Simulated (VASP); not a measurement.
Consider the following.

```
Be2C
1.0
    0.00000     2.17861     2.17861
    2.17861     0.00000     2.17861
    2.17861     2.17861     0.00000
Be C
2 1
Direct
  0.25000   0.25000   0.25000
  0.75000   0.75000   0.75000
  0.00000   0.00000   0.00000
```

Computed with revPBE GGA, VASP's PBE PAW potentials (set 64) (plane waves; VASP). Numerical set-up: 520 eV cut-off, 9×9×9 Γ-centred mesh, Gaussian smearing of 0.050 eV, potentials Be C.

### Question
Predict the energy per atom (σ→0).

### Answer

```
Quantity                               Result
---------------------  ----------------------
energy per atom (σ→0)  -534.4 kJ/mol of atoms
```

Total energies compare only between runs with the same potentials, cut-off and functional.

The compound is Be2C in the antifluorite structure. It was relaxed first.
